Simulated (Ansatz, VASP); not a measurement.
## Ga2O3: VASP beside Ansatz

Wanted: the spread between two codes on one cell, functional and k mesh. The structure shown is the start of the Ansatz relaxation below; VASP solves that cell, so the two are compared at the walk's first step.

Main program and level: Ansatz 0.2.0; plane waves, with VASP 6.6.1 beside it; single point at r2SCAN.

### 1. Set-up

Symmetry: C2/m, No. 12, monoclinic system. The conventional cell has a = 11.874 Å, b = 2.945 Å, c = 5.628 Å, α = 90.00°, β = 103.81°, γ = 90.00°. Nearest to Ga lie 4 O at 1.78 to 1.81 Å. Nearest to Ga lie 6 O at 1.88 to 2.01 Å. Nearest to O lie 3 Ga at 1.78 to 1.88 Å. O has 4 Ga at 1.81 to 2.01 Å nearest. Nearest to O lie 3 Ga at 1.78 to 1.88 Å. Farther neighbours and most contacts between anions are not listed.

Structure file:

```cif
data_structure
_symmetry_space_group_name_H-M 'P 1'
_symmetry_Int_Tables_number 1
_cell_length_a 6.1169
_cell_length_b 6.1169
_cell_length_c 5.6278
_cell_angle_alpha 103.394
_cell_angle_beta 103.394
_cell_angle_gamma 27.857
_cell_volume 95.55
loop_
_atom_site_label
_atom_site_type_symbol
_atom_site_fract_x
_atom_site_fract_y
_atom_site_fract_z
_atom_site_occupancy
Ga1 Ga 0.09051 0.09051 0.79479 1
Ga2 Ga 0.90949 0.90949 0.20521 1
Ga3 Ga 0.65871 0.65871 0.31445 1
Ga4 Ga 0.34129 0.34129 0.68555 1
O5 O 0.16418 0.16418 0.10912 1
O6 O 0.83582 0.83582 0.89088 1
O7 O 0.17334 0.17334 0.56354 1
O8 O 0.82666 0.82666 0.43646 1
O9 O 0.49626 0.49626 0.25623 1
O10 O 0.50374 0.50374 0.74377 1
```

### 2. Ansatz: relaxation, r2SCAN

Ansatz runs on its PAW soft_1 files.

The two programs are compared at the cell with which this relaxation starts, whose forces are those of its first step.

Contents of input.yaml:

```yaml
crystal:
  lattice:
    - [5.937026319, -1.4723969854, 0.002310463]
    - [5.937026319, 1.4723969854, 0.002310463]
    - [-1.3452833214, 0.0, 5.4646743311]
  atoms:
    - { symbol: Ga, position: [0.0905124847, 0.0905124847, 0.7947878088] }
    - { symbol: Ga, position: [0.9094875153, 0.9094875153, 0.2052121912] }
    - { symbol: Ga, position: [0.6587114341, 0.6587114341, 0.3144454624] }
    - { symbol: Ga, position: [0.3412885659, 0.3412885659, 0.6855545376] }
    - { symbol: O, position: [0.1641804307, 0.1641804307, 0.1091227909] }
    - { symbol: O, position: [0.8358195693, 0.8358195693, 0.8908772091] }
    - { symbol: O, position: [0.1733367906, 0.1733367906, 0.5635407156] }
    - { symbol: O, position: [0.8266632094, 0.8266632094, 0.4364592844] }
    - { symbol: O, position: [0.4962567764, 0.4962567764, 0.2562296839] }
    - { symbol: O, position: [0.5037432236, 0.5037432236, 0.7437703161] }
kpoints:
  mp_grid: { grid: [6, 6, 4] }
hamiltonian:
  xc: r2scan
  pseudopotentials: { kind: paw, azcp: { folder: soft_1 } }
scf:
  occupations: { method: gaussian, width: 0.02 }
output:
  forces: true
  stress: true
  eigenvalues: true
basis:
  ecutwfc: 600.0
relax:
  adjacent_minimum: "off"
  f_tol: 0.001
  max_steps: 60
  cell: { stress_tol: 0.02, fix: [volume] }
```

Started as:

```sh
> ansatz run input.yaml --threads 4 --pin off --max-ram 9216MiB --backend cpu --events-out ev --progress --plain --runs-dir out
```

Numbers of over 12 decimals in the logs are rounded to 6 here.

The program printed:

```text
basis.fft_grid_basis auto: the FFT boxes are laid along the combinations [[1, -1, 0], [0, 1, 0], [0, 0, 1]] of the cell's own vectors, 2.945, 6.117 and 5.628 Å long. The dense box has 24×50×45 points. Along the cell's own vectors, as sized, it would have 50×50×45, 2.08 times as many. Of the 4 symmetry operations that the crystal satisfies within crystal.symmetry.tolerance (time reversal apart; of a slab, those that k [...]
Engine: ansatz 0.2.0, x86_64-unknown-linux-gnu
Pseudopotentials: kind: paw
Pseudopotential: Ga, paw, valence charge 13, recommended cutoff 500 eV (meta_gga), soft_1/Ga.paw.azcp
Pseudopotential: O, paw, valence charge 6, recommended cutoff 500 eV (meta_gga), soft_1/O.paw.azcp
Functional definition: r2SCAN
  parameter k0 = 0.174
  parameter k1 = 0.065
  parameter a1 = 4.9479
  exchange = r2scan_x(k0 = k0, k1 = k1, a1 = a1)
  correlation = r2scan_c
Crystal: 10 atoms, lattice volume = 95.550 Å³
Basis set: ecut = 600 eV, 3201 PW (Γ), FFT grids on a1−a2, a2, a3, exchange–correlation on 96×200×180 points (64 copies of the dense FFT grid, shifted against one another)
Bands: 54, of which v1, the nominal top of the filled ones, is band 44 counted from 1 (43 counted from 0)
Symmetry: 4 space group operations
Space group: C2/m (ITA 12), of the structure as read, at distance tolerance 4.6e-5 Å
k-points: 47 of 144
Non-local potential: Ga, projectors of the file, l = 0: 2, l = 1: 2, l = 2: 3, l = 3: 1
Non-local potential: O, projectors of the file, l = 0: 2, l = 1: 2, l = 2: 1
PAW form: soft (Blöchl's): semilocal exchange-correlation on the pseudo side does not see the compensation charge
PAW frozen core: Ga, regenerated for the run's functional (the file was generated under x = pbe(κ = 0.804, μ = 0.219515), c = pbe(β = 0.066725))
PAW frozen core: O, regenerated for the run's functional (the file was generated under x = pbe(κ = 0.804, μ = 0.219515), c = pbe(β = 0.066725))
PAW one-centre angular grid: Ga, 590 points (default); XC on 160 Gauss nodes
PAW one-centre angular grid: O, 302 points (default); XC on 160 Gauss nodes
Initial density: superposition of atomic densities (chi_scale 0.1, normalization cell, long waves kept (reshape's long-wave potential 0.03 eV rms))
Initial wavefunctions: pseudopotential atomic-orbital guess
Functional: x = r2scan, c = r2scan; τ floored in thin density (d = 2e-4 eV/Å³)
SCF iter   1: F=—  HF=-18579.400887 eV  |F-HF|=—  |Δ(HF+E_count)|=         —  Δρ=1.42e-1  dr2=9.75e0  dr2_τ=8.74e-1  ethr=3.10e-3  ⟨swp⟩=6.0  Hψ=8954  notcnv=0  defer=4
preconditioner: auto → Resta (q_TF=auto, 2.691 Å⁻¹)  ε∞=3.9  [insulator: Δε(μ)=4.284 eV  Ē_g=20.867 eV  σ=0.020 eV  W_gap=1.00  n_scr=32 (ndim 8)  ℏωp=35.6 eV  f_vac=0.000  D(μ)=0.00/eV (n_scr^D=0)  ε∞_Penn≈3.9]
SCF iter   2: F=—  HF=-18577.533015 eV  |F-HF|=—  |Δ(HF+E_count)|=    1.87e0  Δρ=6.48e-2  dr2=1.94e0  dr2_τ=7.72e-2  ethr=3.10e-3  ⟨swp⟩=2.4  Hψ=5363  notcnv=0  defer=165
SCF iter   3: F=—  HF=-18577.271315 eV  |F-HF|=—  |Δ(HF+E_count)|=   2.62e-1  Δρ=1.81e-2  dr2=2.11e-1  dr2_τ=8.61e-3  ethr=2.20e-3  ⟨swp⟩=3.0  Hψ=4583  notcnv=0  defer=165
SCF iter   4: F=—  HF=-18577.215333 eV  |F-HF|=—  |Δ(HF+E_count)|=   5.60e-2  Δρ=5.25e-3  dr2=1.72e-2  dr2_τ=1.26e-3  ethr=2.40e-4  ⟨swp⟩=2.3  Hψ=4479  notcnv=0  defer=165
SCF iter   5: F=—  HF=-18577.226579 eV  |F-HF|=—  |Δ(HF+E_count)|=   1.12e-2  Δρ=2.64e-3  dr2=3.83e-3  dr2_τ=4.42e-4  ethr=1.95e-5  ⟨swp⟩=2.0  Hψ=4685  notcnv=0  defer=165
SCF iter   6: F=—  HF=-18577.228255 eV  |F-HF|=—  |Δ(HF+E_count)|=   1.68e-3  Δρ=4.46e-4  dr2=1.68e-4  dr2_τ=9.50e-6  ethr=4.36e-6  ⟨swp⟩=2.0  Hψ=4464  notcnv=0  defer=165
SCF iter   7: F=—  HF=-18577.228285 eV  |F-HF|=—  |Δ(HF+E_count)|=   2.99e-5  Δρ=2.37e-4  dr2=3.69e-5  dr2_τ=4.09e-6  ethr=1.91e-7  ⟨swp⟩=2.0  Hψ=4390  notcnv=0  defer=165
SCF iter   8: F=—  HF=-18577.228273 eV  |F-HF|=—  |Δ(HF+E_count)|=   1.25e-5  Δρ=5.49e-5  dr2=2.18e-6  dr2_τ=9.68e-8  ethr=4.20e-8  ⟨swp⟩=2.0  Hψ=4507  notcnv=0  defer=165
SCF iter   9: F=—  HF=-18577.228273 eV  |F-HF|=—  |Δ(HF+E_count)|=   2.56e-7  Δρ=2.21e-5  dr2=3.17e-7  dr2_τ=3.20e-8  ethr=2.48e-9  ⟨swp⟩=2.0  Hψ=4403  notcnv=0  defer=165
SCF iter  10: F=-18577.228273 eV  HF=-18577.228273 eV  |F-HF|=3.95e-8  |Δ(HF+E_count)|=   1.27e-7  Δρ=9.17e-6  dr2=5.27e-8  dr2_τ=7.10e-9  ethr=1.14e-10  ⟨swp⟩=11.3  Hψ=11772  notcnv=0
SCF 1 converged in 10 iterations: F = -18577.228273 eV  dr2 = 5.27e-8
  greatest PAW one-centre occupation: 0.997 electrons in one spin orbital (limit 2), on the Ga atom at site 3 (counted from 0), in its partial waves of l = 2
[...]
SCF iter   4: F=—  HF=-18577.343820 eV  |F-HF|=—  |Δ(HF+E_count)|=   5.18e-8  Δρ=4.72e-6  dr2=1.52e-8  dr2_τ=2.05e-9  ethr=5.65e-11  ⟨swp⟩=2.0  Hψ=4606  notcnv=0
SCF iter   5: F=—  HF=-18577.343820 eV  |F-HF|=—  |Δ(HF+E_count)|=   4.52e-9  Δρ=1.08e-6  dr2=1.20e-9  dr2_τ=6.07e-11  ethr=1.72e-11  ⟨swp⟩=2.0  Hψ=4558  notcnv=0
SCF iter   6: F=—  HF=-18577.343820 eV  |F-HF|=—  |Δ(HF+E_count)|=  1.24e-10  Δρ=4.42e-7  dr2=1.56e-10  dr2_τ=4.77e-12  ethr=1.36e-12  ⟨swp⟩=2.9  Hψ=4819  notcnv=0
SCF iter   7: F=-18577.343820 eV  HF=-18577.343820 eV  |F-HF|=5.82e-11  |Δ(HF+E_count)|=  7.64e-11  Δρ=2.05e-7  dr2=2.48e-11  dr2_τ=1.56e-12  ethr=1.00e-12  ⟨swp⟩=5.0  Hψ=10544  notcnv=0
SCF 8 converged in 7 iterations: F = -18577.343820 eV  dr2 = 2.48e-11
relax step   8: F+E_penalty+E_count = -18577.34382007 eV  Δ(F+E_penalty+E_count) = -6.361e-7 eV  max|allowed force component| = 1.343e-4 eV/Å  Δτ_max = 0.0004 Å  P = +19.361 GPa  Ω = 95.550 Å³  energy of the carried Pulay correction = +1.944e-17 eV  fix = [volume]  reactions: volume +19.361 GPa  (7 SCF iters, dr2 threshold 7.63e-11 eV, accepted)
Basis set: ecut = 600 eV, 3179 PW (Γ), FFT grids on a1−a2, a2, a3, exchange–correlation on 96×192×192 points (64 copies of the dense FFT grid, shifted against one another)
Initial wavefunctions: pseudopotential atomic-orbital guess (no wavefunctions were taken with the density)
iter 1 solved again at ethr=2.22e-8 eV; its pass at ethr=3.10e-3 eV (dr2=1.96e-5 eV) is discarded
SCF iter   1: F=—  HF=-18577.344015 eV  |F-HF|=—  |Δ(HF+E_count)|=         —  Δρ=9.65e-5  dr2=5.86e-7  dr2_τ=5.25e-6  ethr=2.22e-8  ⟨swp⟩=3.0  Hψ=16800  notcnv=0
SCF iter   2: F=—  HF=-18577.344027 eV  |F-HF|=—  |Δ(HF+E_count)|=   1.18e-5  Δρ=4.97e-5  dr2=1.55e-7  dr2_τ=6.33e-7  ethr=6.66e-10  ⟨swp⟩=2.0  Hψ=4593  notcnv=0
SCF iter   3: F=—  HF=-18577.344030 eV  |F-HF|=—  |Δ(HF+E_count)|=   2.83e-6  Δρ=1.72e-6  dr2=1.02e-9  dr2_τ=4.35e-10  ethr=1.76e-10  ⟨swp⟩=2.0  Hψ=4606  notcnv=0
SCF iter   4: F=—  HF=-18577.344030 eV  |F-HF|=—  |Δ(HF+E_count)|=   1.60e-9  Δρ=6.23e-7  dr2=1.17e-10  dr2_τ=6.08e-11  ethr=1.16e-12  ⟨swp⟩=2.0  Hψ=4606  notcnv=0
SCF iter   5: F=-18577.344030 eV  HF=-18577.344030 eV  |F-HF|=1.82e-11  |Δ(HF+E_count)|=  1.96e-10  Δρ=2.04e-7  dr2=1.30e-11  dr2_τ=4.70e-12  ethr=1.00e-12  ⟨swp⟩=5.1  Hψ=11058  notcnv=0
SCF 9 converged in 5 iterations: F = -18577.344030 eV  dr2 = 1.30e-11
relax step   9: F+E_penalty+E_count = -18577.34403001 eV  Δ(F+E_penalty+E_count) = -2.099e-4 eV  max|allowed force component| = 2.697e-4 eV/Å  Δτ_max = 0.0000 Å  P = +19.359 GPa  Ω = 95.550 Å³  fix = [volume]  reactions: volume +19.359 GPa  stress off target by 1.48e-2 GPa on what of the cell is left free  SCF on the basis re-selected at this cell (its energy is not comparable with the rows above)  (5 SCF iters)
basis re-selected at this cell: Δ(F+E_penalty+E_count) = -2.099e-4 eV, ΔP = -0.002 GPa vs the last step (what re-selecting the basis moved, of the pressure what is left beyond the Pulay correction that the steps carried, after the strain that the cell walked since its last selection, with what the two solves' SCF thresholds leave and, on support functions, any second-order correction that the steps lacked; it is no measure of the basis error at this ecutwfc). The dense FFT grid was sized anew with the basis: this SCF ran on 24×48×48 points, the steps before it on 24×50×45, so part of this shift can come from that change (see relax.cell in the input reference). [rest of the remark cut]
SCF converged after 5 iterations
Free energy (F): -18577.344030 eV
Harris-Foulkes:  -18577.344030 eV  (|F-HF|=1.82e-11)
Internal energy: -18577.344030 eV  (E = F + TS)
E sigma→0 (E₀):  -18577.344030 eV
Fermi energy:    10.928886 eV
--- Per-component energies (eV) ---
  E_band       = -43.089830
  E_kinetic    = 1483.696433
  E_local      = -6571.860562  (includes V_loc(G=0)·N_el)
  E_nonlocal   = -23.475918
  E_hartree    = 3948.590143
  E_xc         = -656.333495
  E_vxc        = -843.296733  (∫ρ·V_xc dr)
  E_paw        = -9060.047226  (= ΣΔE_a)
  E_vpaw       = -2035.348150  (= ΣTr[D̂ρ^β])
  E_aug_tail   = 0.001123  (compensation charges beyond the density's cutoff)
  E_vtau       = 50.013743  (kinetic-family band-sum trace: ∫τ·v_τ [+ j·A + Jᵃ·Aᵃ] dr)
  E_ewald      = -7695.110620
  E_core_change = -2.803908  (= ΣΔE_core)
  E_smearing   = -0.000000  (= −TS)
  E_closure    = 0.000000  (closes the sum)
  Σ components = -18577.344030   (vs F -18577.344030, Δ=0.00e0)
--- Forces (eV/Å), atoms counted from 1 ---
  atom   1  Ga     0.00002186     0.00000000    -0.00000730
  atom   2  Ga    -0.00002186    -0.00000000     0.00000730
  atom   3  Ga     0.00007258    -0.00000000    -0.00017717
  atom   4  Ga    -0.00007258     0.00000000     0.00017717
  atom   5  O     -0.00012808    -0.00000000     0.00011743
  atom   6  O      0.00012808     0.00000000    -0.00011743
  atom   7  O     -0.00010211     0.00000000    -0.00008428
  atom   8  O      0.00010211    -0.00000000     0.00008428
  atom   9  O     -0.00026970     0.00000000    -0.00009646
  atom  10  O      0.00026970    -0.00000000     0.00009646
  max |Σ_I F_I| component: 5.42e-20 eV/Å
--- Stress (GPa, compression-positive) ---
       19.346459       0.000000      -0.006966
        0.000000      19.363032      -0.000000
       -0.006939      -0.000000      19.368335
  P = ⅓ Tr σ = 19.3593 GPa (193.593 kbar)
--- Band table (eV; the first three rows and the last of 47) ---
  k-point 0: bands = [... 40 lower, 8.3942, 8.5934, 8.7086, 9.0148, 12.8430, 16.0576, 17.1874, 17.5260, ... 6 higher]
  k-point 1: bands = [... 40 lower, 8.3580, 8.4230, 8.6076, 8.7259, 13.7182, 16.2284, 17.2579, 17.4907, ... 6 higher]
  k-point 2: bands = [... 40 lower, 8.1058, 8.3844, 8.6500, 8.7027, 15.1521, 15.3732, 17.5570, 17.5907, ... 6 higher]
  k-point 46: bands = [... 40 lower, 8.4584, 8.6188, 8.6215, 8.9339, 15.7029, 15.7996, 16.9830, 17.0076, ... 6 higher]
--- Relaxed structure (8 steps of the walk, 8 accepted, 1 SCFs on fresh bases) ---
  F+E_penalty+E_count = -18577.34403001 eV   max|allowed force component| = 2.697e-4 eV/Å   (the final SCF, on the basis selected at the relaxed cell)
  cell:  # Å, volume = 95.5498 Å³
    - [5.798304, -1.482547, -0.054221]
    - [5.798304, 1.482547, -0.054221]
    - [-1.365925, 0.0, 5.570412]
  atoms:
    - { symbol: Ga, position: [0.099158, 0.099158, 0.804195] }
    - { symbol: Ga, position: [0.900842, 0.900842, 0.195805] }
    - { symbol: Ga, position: [0.658447, 0.658447, 0.315688] }
    - { symbol: Ga, position: [0.341553, 0.341553, 0.684312] }
    - { symbol: O, position: [0.178732, 0.178732, 0.116389] }
    - { symbol: O, position: [0.821268, 0.821268, 0.883611] }
    - { symbol: O, position: [0.168010, 0.168010, 0.551927] }
    - { symbol: O, position: [0.831990, 0.831990, 0.448073] }
    - { symbol: O, position: [0.492572, 0.492572, 0.241848] }
    - { symbol: O, position: [0.507428, 0.507428, 0.758152] }
```

[end of part 1 of 2]

[Lines on the potential files, build, host, timing and source positions are cut from VASP's logs without a mark.]

[Logs are printed without paths, hosts, clocks, repeated set-up lines and the standing remarks that a program may print on its own settings, such as how far it seeks lower states.]

[Hosts, paths, dates, database ids (printed as entryN), source tags and the programs' standing remarks are cut or masked in the printed files.]
